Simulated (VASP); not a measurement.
Here is a VASP 6.6.1 calculation.

INCAR

```
SYSTEM = SrTiO3
PREC = Accurate
ENCUT = 520
EDIFF = 1E-6
ISMEAR = 0
SIGMA = 0.02
LREAL = .False.
LASPH = .True.
NELM = 80
ALGO = Normal
ISIF = 2
LWAVE = .False.
LCHARG = .True.
GGA = PE
LVHAR = .True.
KPAR = 2
```

KPOINTS

```
regular mesh
0
Gamma
  8 8 8
  0 0 0
```

POSCAR

```
SrTiO3
1.0
    3.9000000000      0.0000000000      0.0000000000
    0.0000000000      3.9000000000      0.0000000000
    0.0000000000      0.0000000000      3.9000000000
Sr Ti O
1 1 3
Direct
    0.0000000000      0.0000000000      0.0000000000
    0.5000000000      0.5000000000      0.5000000000
    0.5000000000      0.5000000000      0.0000000000
    0.0000000000      0.5000000000      0.5000000000
    0.5000000000      0.0000000000      0.5000000000
```

Potentials or basis: VASP PAW PBE potentials, release 64 (Sr_sv, Ti_sv, O).

Run with:

```console
$ cat potpaw_PBE.64/Sr_sv/POTCAR potpaw_PBE.64/Ti_sv/POTCAR potpaw_PBE.64/O/POTCAR > POTCAR
$ mpirun -np 2 vasp_std > vasp.out
```

**Question.** Predict the pressure.

**Answer.** 5.7 GPa.

**Question.** Predict the band gap on the k mesh.

**Answer.** 1.86 eV, indirect (least direct gap 2.22 eV).

A k mesh can miss the band edges. As with any semilocal functional, this PBE gap is likely too small.
